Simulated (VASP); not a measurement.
Here is the system:

```
CELL_PARAMETERS angstrom
      0.00000     3.04509     3.04509
      3.04509     0.00000     3.04509
      3.04509     3.04509     0.00000
ATOMIC_POSITIONS crystal
  In 0.00000 0.00000 0.00000
  As 0.25000 0.25000 0.25000
```

These are PBEsol GGA, VASP's PBE PAW potentials (set 64) (plane waves; VASP 6.6.1) values and carry that method's errors. Run with 500 eV cut-off, 10×10×10 Γ-centred mesh, first-order Methfessel-Paxton smearing of 0.10 eV, potentials In_d As.

Unless said otherwise, spin-orbit coupling is left out, though it shifts the bands of the heavy elements here.

Question: Predict the energy per atom (σ→0), band gap (on the k-mesh) with the smallest direct gap where there is one.

Answer: 
```yaml
band gap (on the k-mesh): none (metal, semimetal or under 0.01 eV)
energy per atom (σ→0): -4.245 eV/atom
```

Total energies compare only between runs with the same potentials, cut-off and functional.

The compound is InAs in the zinc blende structure. It was relaxed first.
